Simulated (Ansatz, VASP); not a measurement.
Two plane-wave programs on SnGe2P2

```
CELL_PARAMETERS angstrom
3.74393 0.00000 0.00000
0.00000 3.74393 0.00000
0.00000 0.00000 9.58358
ATOMIC_POSITIONS crystal
Sn 0.50000 0.50000 0.00000
Ge 0.00000 0.00000 0.37370
Ge 0.00000 0.00000 0.62630
P 0.00000 0.00000 0.88094
P 0.00000 0.00000 0.11906
```

Alike in both runs: functional PBE; k mesh 4 × 4 × 4; occupations gaussian, width 0.1 eV; no spin polarisation.

Ansatz relaxed the structure, and its values are those at the end. VASP's run is a single point on that final structure, the one shown.

|  | VASP | Ansatz |
| --- | --- | --- |
| version | VASP 6.6.1 | Ansatz 0.2.0 |
| potentials or method | VASP PAW PBE potentials, release 64 (Sn_d, Ge_d, P) | scalar-relativistic, plane waves, PAW |
| plane-wave cutoff (eV) | 520 | 420 |
| valence electrons in the cell | 52 | 52 |

```tsv
	VASP	Ansatz	Ansatz less VASP
gap on the k mesh at the Fermi level (eV)	none	none	-
pressure (GPa)	0.0	0.0	+0.05
rms of the force components (eV/Å)	0.006	0.013	+0.0072
```

A gap of «none» marks a metal or a gap that the smearing closes.

Caveats: the k mesh is coarse (spacing up to 0.42 Å⁻¹), so the values aren't converged.
